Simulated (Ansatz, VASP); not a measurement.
One calculation of KBeCl3, two programs

```xyz
5
Lattice="4.9542 0.0000 0.0000 0.0000 4.9542 0.0000 0.0000 0.0000 4.9542" Properties=species:S:1:pos:R:3 pbc="T T T"
K     0.0000    0.0000    0.0000
Be    2.4771    2.4771    2.4771
Cl    2.4771    0.0000    0.0000
Cl    0.0000    2.4771    0.0000
Cl    0.0000    0.0000    2.4771
```

Change from the starting cell: species swapped into the Lu3PbC type (Pm-3m, No. 221).

Alike in both runs: task relaxation of cell and atoms; functional PBE; k mesh 4 × 4 × 4; occupations gaussian, width 0.1 eV; no spin polarisation.

|  | VASP | Ansatz |
| --- | --- | --- |
| version | VASP 6.6.1 | Ansatz 0.2.0 |
| potentials or method | VASP PAW PBE potentials, release 64 (K_sv, Be, Cl) | scalar-relativistic, plane waves, PAW |
| plane-wave cutoff (eV) | 600 | 420 |
| valence electrons in the cell | 32 | 32 |

Ansatz gave:

* gap on the k mesh at the Fermi level, each at its own relaxed structure (eV): none
* relaxed volume (Å³/atom): 36.53
* relaxed cell length with the largest relative difference (Å): 5.674
* energy change over the relaxation (meV/atom): -305

Estimate VASP's values.

gap on the k mesh at the Fermi level, each at its own relaxed structure (eV): none; relaxed volume (Å³/atom): 37.73; relaxed cell length with the largest relative difference (Å): 5.735; energy change over the relaxation (meV/atom): -315.

A gap of «none» marks a metal or a gap that the smearing closes.

Caveats: the volume moved by over 15 % at a fixed basis, so the end points are rough.
